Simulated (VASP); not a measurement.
Ta3ZrC4 (ordered alloy cell): computed properties

Calculation: PBEsol GGA, VASP's PBE PAW potentials (set 64) (plane waves; VASP 6.6.1).

- space group: Pm-3m (221)
- cell: a = 4.492 Å, b = 4.492 Å, c = 4.492 Å, α = 90.00°, β = 90.00°, γ = 90.00°
- volume per atom: 11.33 Å³/atom
- band gap (over mesh and band path): none (metal, semimetal or under 0.01 eV)
- density: 12.50 g/cm³

```
Ta3ZrC4
1.0
    4.49176     0.00000     0.00000
    0.00000     4.49176     0.00000
    0.00000     0.00000     4.49176
Zr C Ta
1 4 3
Cartesian
  0.00000   0.00000   0.00000
  2.24588   2.24588   2.24588
  0.00000   0.00000   2.24588
  0.00000   2.24588   0.00000
  2.24588   0.00000   0.00000
  2.24588   2.24588   0.00000
  2.24588   0.00000   2.24588
  0.00000   2.24588   2.24588
```

Unless said otherwise, spin-orbit coupling is left out, though it shifts the bands of the heavy elements here.

The structure was generated: Ta3ZrC4 was put into an ordered model structure (Pm-3m), which need not be its known phase. It was relaxed first. Symmetry was kept, so distortions that lower it aren't found. The electron count is odd and the run is not spin-polarised, which forces a metal.
